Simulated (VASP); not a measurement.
Given:

```xyz
1
Lattice="-1.7130 1.7130 1.7130 1.7130 -1.7130 1.7130 1.7130 1.7130 -1.7130" Properties=species:S:1:pos:R:3 pbc="T T T"
Li     0.0000     0.0000     0.0000
```

Calculation: PBEsol GGA, VASP's PBE PAW potentials (set 64) (plane waves; VASP). Numerical set-up: PREC = Normal, EDIFF = 1E-5, 450 eV cut-off, 17×17×17 Γ-centred mesh, first-order Methfessel-Paxton smearing of 0.10 eV, potentials Li_sv.

At this cut-off the stress carries a Pulay error, which pulls relaxed volumes low.

Task: Estimate the energy per atom (σ→0), pressure, band gap (on the k-mesh) with the smallest direct gap where there is one.

Result: 
| Property | Result |
|---|---|
| band gap (on the k-mesh) | none (metal, semimetal or under 0.01 eV) |
| energy per atom (σ→0) | -189.5 kJ/mol of atoms |
| pressure | -1.08 GPa |

Only differences to runs with the same potentials and settings are physical.

The compound is Li in the bcc structure. It was relaxed first, which changed the volume by -5 %.
